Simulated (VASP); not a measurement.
# GeCN2 (R-3m) in VASP: a series of runs, part 2 of 2

VASP 6.6.1. The steps go on from the part before.

## (3) G0W0 quasiparticle levels, LDA

Input file POSCAR:

```
GeCN2
1.0
    1.7937903697      1.0356453528      4.9219572124
   -1.7937903697      1.0356453528      4.9219572124
    0.0000000000     -2.0712907056      4.9219572124
Ge N C
1 2 1
Direct
    0.0000000000      0.0000000000      0.0000000000
    0.5839044000      0.5839044000      0.5839044000
    0.4160956000      0.4160956000      0.4160956000
    0.5000000000      0.5000000000      0.5000000000
```

Input file INCAR.step1:

```
PREC = Accurate
ENCUT = 500
EDIFF = 1E-8
ISMEAR = 0
SIGMA = 0.01
LREAL = F
LASPH = T
NELM = 100
ALGO = Fast
LWAVE = T
LCHARG = F
GGA = CA
```

Input file INCAR.step2:

```
PREC = Accurate
ENCUT = 500
EDIFF = 1E-8
ISMEAR = 0
SIGMA = 0.01
LREAL = F
LASPH = T
NELM = 1
ALGO = Exact
LWAVE = T
LCHARG = F
GGA = CA
NBANDS = 109
LOPTICS = T
ISTART = 1
```

Input file INCAR.step3:

```
PREC = Accurate
ENCUT = 500
EDIFF = 1E-8
ISMEAR = 0
SIGMA = 0.01
LREAL = F
LASPH = T
ALGO = EVGW0
LWAVE = T
LCHARG = F
GGA = CA
NELMGW = 1
NBANDS = 109
ENCUTGW = 120
NOMEGA = 64
PRECFOCK = Fast
ISTART = 1
NBANDSGW = 22
```

Input file INCAR.step4:

```
PREC = Accurate
ENCUT = 500
EDIFF = 1E-8
ISMEAR = 0
SIGMA = 0.01
LREAL = F
LASPH = T
ALGO = BSE
LWAVE = F
LCHARG = F
GGA = CA
NBANDS = 109
ENCUTGW = 120
NBANDSO = 4
NBANDSV = 6
ANTIRES = 0
OMEGAMAX = 20
PRECFOCK = Fast
ISTART = 1
NBSEEIG = 10
```

Input file KPOINTS:

```
Automatic mesh
0
Gamma
  5 5 5
```

Potentials or basis: VASP PAW LDA potentials, release 64 (Ge_d_GW, N_GW, C_GW).

The run is started by

```
cat potpaw_LDA.64/Ge_d_GW/POTCAR potpaw_LDA.64/N_GW/POTCAR potpaw_LDA.64/C_GW/POTCAR > POTCAR
cp INCAR.step1 INCAR
mpirun -np 1 vasp_std > vasp.out
cp INCAR.step2 INCAR
mpirun -np 1 vasp_std > vasp.out
cp INCAR.step3 INCAR
mpirun -np 1 vasp_std > vasp.out
cp INCAR.step4 INCAR
mpirun -np 1 vasp_std > vasp.out
```

OUTCAR:

```text
PREC = Accurate
   ENCUT = 500
   EDIFF = 1E-8
   ISMEAR = 0
   LREAL = F
   LASPH = T
   GGA = CA
   ENCUTGW = 120
   PRECFOCK = Fast
   ISTART = 1

 ion  position               nearest neighbor table
   1  0.000  0.000  0.000-   2 2.40   3 2.40   2 2.40   2 2.40   3 2.40   3 2.40
   2  0.584  0.584  0.584-   4 1.24   1 2.40   1 2.40   1 2.40
   3  0.416  0.416  0.416-   4 1.24   1 2.40   1 2.40   1 2.40
   4  0.500  0.500  0.500-   2 1.24   3 1.24

  LATTYP: Found a trigonal (rhomboedric) cell.
 ALAT       =     5.3400288377
 COS(alpha) =     0.7743235887

  Lattice vectors:

 A1 = (   1.7937903697,   1.0356453528,   4.9219572124)
 A2 = (  -1.7937903697,   1.0356453528,   4.9219572124)
 A3 = (   0.0000000000,  -2.0712907056,   4.9219572124)

Analysis of symmetry for initial positions (statically):
[... 145 lines left out ...]
  Fermi-wavevector in a.u.,A,eV,Ry     =   1.308289  2.472307 23.287992  1.711619
  Thomas-Fermi vector in A             =   2.438966
   LORBIT       =      0    0 simple, 1 ext, 2 COOP (PROOUT), +10 PAW based schemes
   GGA     = CA    functional components
   LHFCALC =     T    Hartree Fock is set to
   PRECFOCK=fast      Normal, Fast or Accurate (Low or Medium for compatibility)
   ENCUT4O =  -1.0   cutoff for four orbital integrals eV
   NKREDX  =     1    reduce k-point grid by
   NKREDY  =     1    reduce k-point grid by
   NKREDZ  =     1    reduce k-point grid by
   AEXX    =    1.0000 exact exchange contribution
   HFSCREEN=    0.0000 screening length (either q_TF or 0.3 A-1)
   HFSCREENC=   0.0000 screening length for correlation (either q_TF or 0.3 A-1)
   ENCUTFOCK=  -1.0 apply spherical cutoff to Coloumb kernel
   IVDW    =     0    specifies the selected vdW correction
   LEPSILON=     F    determine dielectric tensor
   LRPA    =     F    only Hartree local field effects (RPA)
   LRPAFORCE           =     F    calculate RPA forces
   ENCUTGW             = 120.0    cutoff for response function in eV
   ENCUTGWSOFT         =  96.0    soft cutoff for Coulomb kernel in GW response function in eV
   ENCUTLF             =  -1.0    cutoff for local field effects
   NELMGW              =     1    number of iterations in solving QP/BSE equation
   NELMHF              =     1    number of iterations in the inner HF iteration
   NKREDLFX            =     1    NKREDLFY  =   1   NKREDLFZ  =   1
 non-spin polarized calculation
 Gauss-broadening in eV      SIGMA  =   0.01
  energy-cutoff  :      500.00
  volume of cell :       54.86
 maximum number of plane-waves:      1421
  NGX = 24; NGY = 24; NGZ = 24
   NGX = 19   NGY = 19   NGZ = 19
 maximum number of plane-waves:       173
 NGX is ok and might be reduce to    24

 BSE (scaLAPACK) attempting allocation of   0.144 Gbyte  rank=   3000

=======================================================================
```

Run time: 26 min. Hardware: 1 thread of Intel Xeon Platinum 8488C (Sapphire Rapids), shared host; peak memory 1 GiB.

What came out:

```
Band gap on the k mesh, mean-field level : 1.25 eV, indirect (least direct gap 2.06 eV)
Quasiparticle gap                        : 1.61 eV
Least direct quasiparticle gap           : 2.52 eV
```

Dielectric function (mean over the directions given):
```
energy (eV)  real part  imaginary part
       0.32       8.62            0.04
       0.80       9.01            0.12
       1.28       9.89            0.27
       1.76      11.96            0.74
       2.32       9.25            5.73
       2.80      24.14           13.99
       3.28      -3.06           14.83
       3.76      -5.68            8.47
       4.32       5.06            7.63
       4.80       1.87           10.02
       5.29      -0.72            5.90
       5.85      -2.65            6.32
       6.33      -1.63            2.62
       6.81      -0.15            2.96
       7.29      -0.91            2.90
       7.85       0.61            3.31
       8.33      -0.23            2.73
       8.81      -0.43            3.90
       9.37      -1.36            2.44
       9.85      -2.30            1.99
      10.33      -1.77            1.19
      10.81      -0.91            0.71
      11.37      -0.81            0.54
      11.85      -0.44            0.60
      12.33      -0.38            0.74
      12.89      -0.02            0.65
      13.37      -0.46            0.52
      13.85      -0.42            0.26
      14.33      -0.23            0.14
      14.89       0.00            0.11
      15.38       0.07            0.05
      15.86       0.16            0.02
      16.42       0.28            0.02
      16.90       0.36            0.02
      17.38       0.45            0.02
      17.86       0.55            0.03
      18.42       0.81            0.09
      18.90       0.09            1.86
      19.38       0.12            0.08
      19.94       0.34            0.02
```

Lowest excitation energies (eV) and strengths:
| energy | strength |
| --- | --- |
| 2.219 | 0 |
| 2.219 | 0 |
| 2.223 | 48.5 |
| 2.252 | 0.568 |
| 2.252 | 0.57 |
| 2.268 | 0 |
| 2.347 | 0.945 |
| 2.376 | 0 |
| 2.902 | 105 |
| 2.911 | 10.5 |

Caveat: the cutoff is under 1.25 times the usual one of these potentials, so pressure, stress and relaxed cells hold a basis-set (Pulay) error; bands, screening cutoff and mesh are small and nothing is extrapolated, so the quasiparticle values aren't converged; the standard files for N, O and F lose accuracy on very short bonds; spectra need much finer meshes, so this one isn't converged; an odd mesh through Γ misses points on the zone boundary, where band edges often lie.

## (4) For comparison

An earlier run on the cell as given: functional PBEsol; potentials or basis VASP PAW PBE potentials, release 64 (Ge_d, N, C); cutoff 520 eV; k mesh 9 × 9 × 9; occupations fermi-dirac, width 0.05 eV; no spin polarisation.

* Pressure: -3.1 GPa
* Largest force: 0.190 eV/Å
* Band gap on the k mesh: 1.00 eV, indirect (least direct gap 1.82 eV)
